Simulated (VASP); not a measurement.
Level of theory: PBEsol GGA, VASP's PBE PAW potentials (set 64) (plane waves; VASP 6.6.1).

VASP input:

File POSCAR:
```
ZnSe
1
   -0.0000000000     2.8214641734     2.8214641734
    2.8214641734    -0.0000000000     2.8214641734
    2.8214641734     2.8214641734     0.0000000000
Zn Se
1 1
Direct
  0.0000000000   0.0000000000   0.0000000000
  0.2500000000   0.2500000000   0.2500000000
```

**INCAR**
```
# general
SYSTEM  = ZnSe
PREC    = Accurate
ENCUT   = 500   # plane-wave cut-off (eV)
LREAL   = .FALSE.   # projection in real space or not
LASPH   = .TRUE.

# electronic loop
EDIFF   = 1E-6   # SCF stop (eV)
NELM    = 100
ALGO    = Normal
LMAXMIX = 4   # l cut-off of mixed one-centre charges

# smearing
ISMEAR  = 0   # Gaussian
SIGMA   = 0.05   # width (eV)

# functional
GGA     = PS

# ions
IBRION  = 2   # conjugate gradients
NSW     = 40   # most ionic steps
ISIF    = 3   # ions, shape and volume
EDIFFG  = -0.02   # ionic stop

# output
LWAVE   = .FALSE.
LCHARG  = .FALSE.
```

**KPOINTS**
```
K-points
0
gamma
 8 8 8
0 0 0
```

POTCAR, in this order: Zn Se (PBE.64 set). Program: vasp_std.

The run wrote:

OUTCAR:
```
 ion  position               nearest neighbor table
   1  0.000  0.000  0.000-   2 2.44   2 2.44   2 2.44   2 2.44
   2  0.250  0.250  0.250-   1 2.44   1 2.44   1 2.44   1 2.44
  LATTYP: Found a face centered cubic cell.
 ALAT       =     5.6429283468
 Subroutine PRICEL returns:
 Original cell was already a primitive cell.
 Subroutine GETGRP returns: Found 24 space group operations
The static configuration has the point symmetry T_d .
The dynamic configuration has the point symmetry T_d .
 Subroutine INISYM returns: Found 24 space group operations
 Subroutine IBZKPT returns following result:
 Found     29 irreducible k-points:

 Following reciprocal coordinates:
            Coordinates               Weight
  0.000000  0.000000  0.000000      1.000000
  0.125000  0.000000  0.000000      8.000000
  0.250000  0.000000  0.000000      8.000000
  0.375000  0.000000  0.000000      8.000000
  0.500000  0.000000  0.000000      4.000000
  0.125000  0.125000  0.000000      6.000000
  0.250000  0.125000  0.000000     24.000000
  0.375000  0.125000  0.000000     24.000000
  0.500000  0.125000  0.000000     24.000000
 -0.375000  0.125000  0.000000     24.000000
 -0.250000  0.125000  0.000000     24.000000
 -0.125000  0.125000  0.000000     12.000000
  0.250000  0.250000  0.000000      6.000000
  0.375000  0.250000  0.000000     24.000000
  0.500000  0.250000  0.000000     24.000000
 -0.375000  0.250000  0.000000     24.000000
 -0.250000  0.250000  0.000000     12.000000
  0.375000  0.375000  0.000000      6.000000
  0.500000  0.375000  0.000000     24.000000
 -0.375000  0.375000  0.000000     12.000000
  0.500000  0.500000  0.000000      3.000000
  0.375000  0.250000  0.125000     24.000000
  0.500000  0.250000  0.125000     48.000000
 -0.375000  0.250000  0.125000     24.000000
  0.500000  0.375000  0.125000     24.000000
 -0.375000  0.375000  0.125000     48.000000
 -0.250000  0.375000  0.125000     24.000000
 -0.375000  0.500000  0.125000     12.000000
 -0.250000  0.500000  0.250000      6.000000
   k-points           NKPTS =     29   k-points in BZ     NKDIM =     29   number of bands    NBANDS=     13
   number of dos      NEDOS =    301   number of ions     NIONS =      2
   total plane-waves  NPLWV =  27000
   dimension x,y,z NGX =    30 NGY =   30 NGZ =   30
   dimension x,y,z NGXF=    60 NGYF=   60 NGZF=   60
   ions per type =               1   1
   PREC   = accura    normal or accurate (medium, high low for compatibility)
   ISTART =      0    job   : 0-new  1-cont  2-samecut
   ICHARG =      2    charge: 1-file 2-atom 10-const
   ISPIN  =      1    spin polarized calculation?
   LNONCOLLINEAR =      F non collinear calculations
   LSORBIT =      F    spin-orbit coupling
   INIWAV =      1    electr: 0-lowe 1-rand  2-diag
   ENCUT  =  500.0 eV  36.75 Ry    6.06 a.u.   7.27  7.27  7.27*2*pi/ulx,y,z
   NELM   =    100;   NELMIN=  2; NELMDL= -5     # of ELM steps
   EDIFF  = 0.1E-05   stopping-criterion for ELM
   LREAL  =      F    real-space projection
   NLSPLINE    = F    spline interpolate recip. space projectors
   LMAXMIX     =    4 max onsite mixed and CHGCAR
   VOSKOWN=      0    Vosko Wilk Nusair interpolation
   EDIFFG = -.2E-01   stopping-criterion for IOM
   NSW    =     40    number of steps for IOM
   NBLOCK =      1;   KBLOCK =     40    inner block; outer block
   IBRION =      2    ionic relax: 0-MD 1-quasi-New 2-CG
   NFREE  =      1    steps in history (QN), initial steepest desc. (CG)
   ISIF   =      3    stress and relaxation
   ISYM   =      2    0-nonsym 1-usesym 2-fastsym
   TEIN   =    0.0    initial temperature
   TEBEG  =    0.0;   TEEND  =   0.0 temperature during run
   SMASS  =  -3.00    Nose mass-parameter (am)
...
```

**OSZICAR**
```
       N       E                     dE             d eps       ncg     rms          rms(c)
DAV:   1     0.823202329666E+02    0.82320E+02   -0.89092E+03   762   0.156E+03
DAV:   2    -0.161451689900E+01   -0.83935E+02   -0.80556E+02   809   0.268E+02
DAV:   3    -0.702591593083E+01   -0.54114E+01   -0.53877E+01   929   0.683E+01
DAV:   4    -0.707773301102E+01   -0.51817E-01   -0.51806E-01   814   0.720E+00
DAV:   5    -0.707800683253E+01   -0.27382E-03   -0.27382E-03   909   0.498E-01    0.499E+00
DAV:   6    -0.679219790934E+01    0.28581E+00   -0.81782E-01   967   0.335E+01    0.382E+00
DAV:   7    -0.677560088177E+01    0.16597E-01   -0.22372E-01   819   0.491E+00    0.165E+00
DAV:   8    -0.677342683320E+01    0.21740E-02   -0.37995E-03   889   0.673E-01    0.475E-01
DAV:   9    -0.677318097698E+01    0.24586E-03   -0.78465E-04   887   0.434E-01    0.667E-02
DAV:  10    -0.677322655051E+01   -0.45574E-04   -0.20144E-04   903   0.196E-01    0.213E-02
DAV:  11    -0.677322602090E+01    0.52961E-06   -0.26554E-05   890   0.788E-02    0.454E-03
DAV:  12    -0.677322613976E+01   -0.11887E-06   -0.71430E-06   884   0.199E-02
   1 F= -.67732261E+01 E0= -.67732261E+01  d E =-.677323E+01
```

### OUTCAR
```
------------------------ aborting loop because EDIFF is reached ----------------------------------------
  FORCE on cell =-STRESS in cart. coord.  units (eV):
  Direction    XX          YY          ZZ          XY          YZ          ZX
  --------------------------------------------------------------------------------------
  Total       -0.0201130     -0.0201130     -0.0201130      0.0000000     -0.0000000     -0.0000000
  in kB       -0.7173558     -0.7173558     -0.7173558      0.0000000     -0.0000000     -0.0000000
  external PRESSURE =      -0.7173558 kB  Pullay stress =       0.0000000 kB
  volume of cell :       44.92
      direct lattice vectors                 reciprocal lattice vectors
     0.000000000  2.821464173  2.821464173    -0.177212954  0.177212954  0.177212954
     2.821464173  0.000000000  2.821464173     0.177212954 -0.177212954  0.177212954
     2.821464173  2.821464173  0.000000000     0.177212954  0.177212954 -0.177212954
  FREE ENERGIE OF THE ION-ELECTRON SYSTEM (eV)
  ---------------------------------------------------
  free  energy   TOTEN  =        -6.7732261398 eV

  energy  without entropy=       -6.7732261398  energy(sigma->0) =       -6.77322614

 reached required accuracy - stopping structural energy minimisation
```
(Selected blocks of OUTCAR.)

The structure was generated: ZnSe was put into the zinc blende type (F-43m), which need not be its known phase. It was relaxed first.
